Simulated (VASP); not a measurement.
Given:

```
Sn23O47
1.0
    9.64982     0.00000     0.00000
    0.00000     9.64982     0.00000
    0.00000     0.00000     9.71431
Sn O
23 47
Direct
  0.00000   0.00000   0.00000
  0.25000   0.25000   0.16667
  0.00000   0.00000   0.33333
  0.25000   0.25000   0.50000
  0.00000   0.00000   0.66667
  0.25000   0.25000   0.83333
  0.00000   0.50000   0.00000
  0.25000   0.75000   0.16667
  0.00000   0.50000   0.33333
  0.25000   0.75000   0.50000
  0.00000   0.50000   0.66667
  0.25000   0.75000   0.83333
  0.50000   0.00000   0.00000
  0.75000   0.25000   0.16667
  0.50000   0.00000   0.33333
  0.75000   0.25000   0.50000
  0.50000   0.00000   0.66667
  0.75000   0.25000   0.83333
  0.49831   0.49957   0.99587
  0.75000   0.75000   0.16667
  0.75000   0.75000   0.50000
  0.50102   0.49555   0.66942
  0.75000   0.75000   0.83333
  0.15350   0.15350   0.00000
  0.40350   0.09650   0.16667
  0.09650   0.40350   0.16667
  0.34650   0.34650   0.00000
  0.15350   0.15350   0.33333
  0.40350   0.09650   0.50000
  0.09650   0.40350   0.50000
  0.34470   0.34225   0.33008
  0.15350   0.15350   0.66667
  0.40350   0.09650   0.83333
  0.09650   0.40350   0.83333
  0.34650   0.34650   0.66667
  0.15350   0.65350   0.00000
  0.09650   0.90350   0.16667
  0.34650   0.84650   0.00000
  0.15350   0.65350   0.33333
  0.40439   0.59355   0.50299
  0.09650   0.90350   0.50000
  0.34650   0.84650   0.33333
  0.15350   0.65350   0.66667
  0.40350   0.59650   0.83333
  0.09650   0.90350   0.83333
  0.34650   0.84650   0.66667
  0.65350   0.15350   0.00000
  0.90350   0.09650   0.16667
  0.59485   0.39971   0.16279
  0.84650   0.34650   0.00000
  0.65350   0.15350   0.33333
  0.90350   0.09650   0.50000
  0.59937   0.40861   0.49547
  0.84650   0.34650   0.33333
  0.65350   0.15350   0.66667
  0.90350   0.09650   0.83333
  0.59650   0.40350   0.83333
  0.84650   0.34650   0.66667
  0.65350   0.65350   0.00000
  0.90350   0.59650   0.16667
  0.59650   0.90350   0.16667
  0.84650   0.84650   0.00000
  0.65803   0.65436   0.33055
  0.90350   0.59650   0.50000
  0.59650   0.90350   0.50000
  0.84650   0.84650   0.33333
  0.65350   0.65350   0.66667
  0.90350   0.59650   0.83333
  0.59650   0.90350   0.83333
  0.84650   0.84650   0.66667
```

All values below come from PBE GGA, VASP's PBE PAW potentials (set 64) (plane waves; VASP 6.6.1). Run with PREC = Normal, LREAL = Auto, ISYM = 0, EDIFF = 1E-5, 400 eV cut-off, 1×1×1 Γ-centred mesh, Gaussian smearing of 0.050 eV, potentials Sn O. Starting moments (MAGMOM): 70*0.0286. The cell's moment is fixed (NUPDOWN = 2).

The supercell is sampled at Γ alone, which is coarse: total energies, pressure and levels can be off, energies of defects by several tenths of an eV.

Task: The ions are relaxed. What does this cell relax into?

Result: 
```
Sn23O47
1.0
    9.64982     0.00000     0.00000
    0.00000     9.64982     0.00000
    0.00000     0.00000     9.71431
Sn O
23 47
Direct
  0.99422   0.00570   0.99910
  0.25167   0.25030   0.16892
  0.99171   0.00823   0.33477
  0.25089   0.25031   0.49873
  0.00555   0.99440   0.66651
  0.25002   0.25015   0.83334
  0.00022   0.49802   0.00050
  0.23248   0.76736   0.16954
  0.99996   0.49837   0.33327
  0.25139   0.74865   0.50120
  0.00029   0.50087   0.66687
  0.25408   0.74594   0.83651
  0.50186   0.99961   0.00054
  0.74256   0.25736   0.16542
  0.50143   0.00000   0.33328
  0.74921   0.25069   0.49851
  0.49908   0.99966   0.66689
  0.75305   0.24674   0.82923
  0.51794   0.48193   0.98778
  0.74960   0.74835   0.16899
  0.74960   0.74902   0.49881
  0.49792   0.50206   0.65538
  0.74978   0.74988   0.83343
  0.15363   0.15474   0.00082
  0.40258   0.09466   0.16627
  0.09609   0.40180   0.16684
  0.34575   0.35144   0.00107
  0.14995   0.15049   0.33349
  0.40168   0.09378   0.49914
  0.09744   0.40432   0.50009
  0.34195   0.34838   0.33361
  0.15436   0.15164   0.66654
  0.40204   0.09523   0.83550
  0.09757   0.40396   0.83365
  0.34643   0.34513   0.66700
  0.16141   0.64781   0.00743
  0.08750   0.91239   0.16613
  0.35212   0.83839   0.00751
  0.15539   0.65233   0.32926
  0.39710   0.60121   0.50511
  0.09819   0.90179   0.49672
  0.34779   0.84424   0.32921
  0.15133   0.65504   0.67098
  0.40806   0.59186   0.83688
  0.09882   0.90106   0.83920
  0.34485   0.84873   0.67098
  0.65282   0.15364   0.99625
  0.89726   0.10251   0.16405
  0.59275   0.40650   0.16094
  0.84602   0.34728   0.99620
  0.65506   0.15121   0.33209
  0.90245   0.09742   0.50511
  0.60266   0.40042   0.50584
  0.84910   0.34449   0.33198
  0.65497   0.14847   0.66535
  0.90491   0.09508   0.82955
  0.60178   0.39810   0.81877
  0.85144   0.34497   0.66542
  0.64860   0.65397   0.00120
  0.90510   0.59725   0.16635
  0.59812   0.90382   0.16692
  0.84512   0.84627   0.00085
  0.65158   0.65770   0.33367
  0.90619   0.59831   0.49914
  0.59554   0.90243   0.50004
  0.84935   0.85000   0.33358
  0.65437   0.65398   0.66714
  0.90477   0.59798   0.83543
  0.59587   0.90222   0.83373
  0.84827   0.84556   0.66660
``` The cell ends with 2.00 μB, on the first 30 sites 0.00 -0.01 0.00 -0.01 0.00 0.00 0.00 0.00 0.00 0.00 0.00 0.00 0.00 0.00 0.00 -0.01 0.00 0.00 0.00 -0.01 -0.01 -0.01 0.00 0.01 0.01 0.02 0.01 0.01 0.01 0.02 μB.

Task: How much energy does the relaxation gain?

Result: The energy (σ→0) changes by -20.5 meV/atom, in 23 ionic steps.

The cell is a supercell with a defect, built from SnO2 (rutile): vac_Sn-vac_O.
